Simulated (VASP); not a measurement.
Data:

```
CELL_PARAMETERS angstrom
      0.00000     2.39000     2.39000
      2.39000     0.00000     2.39000
      2.39000     2.39000     0.00000
ATOMIC_POSITIONS crystal
  B  0.00000 0.00000 0.00000
  As 0.25000 0.25000 0.25000
```

Calculation: PBE GGA, VASP's PBE PAW potentials (set 64) (plane waves; VASP). Numerical set-up: 520 eV cut-off, 7×7×7 Γ-centred mesh, Gaussian smearing of 0.050 eV, potentials B As.

**Question.** Estimate the energy per atom (σ→0), pressure.

**Answer.** 
| Property | Result |
|---|---|
| energy per atom (σ→0) | -550.0 kJ/mol-atom |
| pressure | 3.16 GPa |

The compound is BAs in the zinc blende structure. The cell was not relaxed at this level.
